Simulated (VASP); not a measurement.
GaP:

```
Ga P
1.0
     0.00000    2.72525    2.72525
     2.72525    0.00000    2.72525
     2.72525    2.72525    0.00000
Ga P
1 1
Cartesian
  0.0000 0.0000 0.0000
  1.3626 1.3626 1.3626
```

- Program: VASP 6.6.1
- Task: relaxation of cell and atoms
- Functional: LDA
- Potentials or basis: VASP PAW LDA potentials, release 64 (Ga_d, P)
- Cutoff: 600 eV
- k mesh: 8 × 8 × 8
- Occupations: gaussian, width 0.02 eV
- Spin: no spin polarisation

At the start: pressure -2.7 GPa; volume 20.24 Å³/atom.

Q: Where does the relaxation end?

A: Over 3 steps the energy falls by 5.4 meV/atom and the volume is 19.61 Å³/atom (-3.1 %); space group F-43m (No. 216, to 0.05 Å).

The path:
```
step  energy change (eV)  largest force (eV/Å)  pressure (GPa)  volume (Å³)
   1              0.0000                0.0000           -2.66        40.48
   2             -0.0075                0.0000            1.61        38.55
   3             -0.0108                0.0000           -0.01        39.22
```

Final structure:
```
CELL_PARAMETERS angstrom
0.00000 2.69659 2.69659
2.69659 0.00000 2.69659
2.69659 2.69659 0.00000
ATOMIC_POSITIONS crystal
Ga 0.00000 0.00000 0.00000
P 0.25000 0.25000 0.25000
```
